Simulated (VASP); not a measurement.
A convergence study with VASP on NiSb (NiAs type): a few settings are varied, all else stays as given below, so the limit is that of these other settings. The cell's lengths are 1 % over those of the tabulated start and one atom is moved, so it is off equilibrium.

```
NiSb
1.0
    1.98465    -3.43751     0.00000
    1.98465     3.43751     0.00000
    0.00000     0.00000     5.18130
Ni Sb
2 2
Direct
  0.00000   0.00000   0.50000
  0.00000   0.00000   0.00000
  0.33333   0.66667   0.25000
  0.68193   0.34860   0.75000
```

Method: PBE GGA, VASP's PBE PAW potentials (set 64) (plane waves; VASP). The last row used: 900 eV cut-off, 8×8×6 Γ-centred mesh, first-order Methfessel-Paxton smearing of 0.10 eV, potentials Ni Sb_d_GW.

Energies of different potentials or hybrids have different zeros.

```tsv
setting	E (eV/atom)	pressure (GPa)	largest force (eV/Å)	plane waves
ENCUT = 300, POTCAR Ni Sb	[?]	[?]	0.391	855
ENCUT = 400, POTCAR Ni Sb	-5.0749	-0.23	0.390	1303
ENCUT = 520, POTCAR Ni Sb	-5.0746	-0.03	0.390	1940
ENCUT = 700, POTCAR Ni Sb	-5.0744	-0.04	0.390	3010
ENCUT = 900, POTCAR Ni Sb	-5.0744	-0.04	0.389	4358
ENCUT = 300, POTCAR Ni_pv Sb	-4.8843	-50.19	0.390	855
ENCUT = 400, POTCAR Ni_pv Sb	[?]	[?]	0.394	1303
ENCUT = 520, POTCAR Ni_pv Sb	-5.0792	-0.89	0.392	1940
ENCUT = 700, POTCAR Ni_pv Sb	-5.0796	-0.09	0.392	3010
ENCUT = 900, POTCAR Ni_pv Sb	-5.0794	-0.11	0.391	4358
ENCUT = 300, POTCAR Ni Sb_GW	-5.0864	-0.25	0.389	855
ENCUT = 400, POTCAR Ni Sb_GW	-5.0830	-0.41	0.388	1303
ENCUT = 520, POTCAR Ni Sb_GW	-5.0827	-0.20	0.388	1940
ENCUT = 700, POTCAR Ni Sb_GW	-5.0825	-0.21	0.388	3010
ENCUT = 900, POTCAR Ni Sb_GW	-5.0825	-0.20	0.388	4358
ENCUT = 300, POTCAR Ni Sb_d_GW	-5.0679	-0.65	0.393	855
ENCUT = 400, POTCAR Ni Sb_d_GW	-5.0767	-0.34	0.393	1303
ENCUT = 520, POTCAR Ni Sb_d_GW	-5.0773	0.09	0.394	1940
ENCUT = 700, POTCAR Ni Sb_d_GW	-5.0771	0.14	0.394	3010
ENCUT = 900, POTCAR Ni Sb_d_GW	-5.0769	0.14	0.394	4358
```

### Question
Some entries are withheld; supply them.

### Answer

- ENCUT = 300, POTCAR Ni Sb, E (eV/atom): -5.0785
- ENCUT = 300, POTCAR Ni Sb, pressure (GPa): -0.06
- ENCUT = 400, POTCAR Ni_pv Sb, E (eV/atom): -5.0806
- ENCUT = 400, POTCAR Ni_pv Sb, pressure (GPa): -0.83

Left out are rungs that failed or repeat a setting and relaxations that didn't move; long series are thinned to 24 rows.

The compound is NiSb in the NiAs type structure. The cell was not relaxed at this level, it is distorted from the ideal structure. The run is not spin-polarised, so no magnetic state was tried.
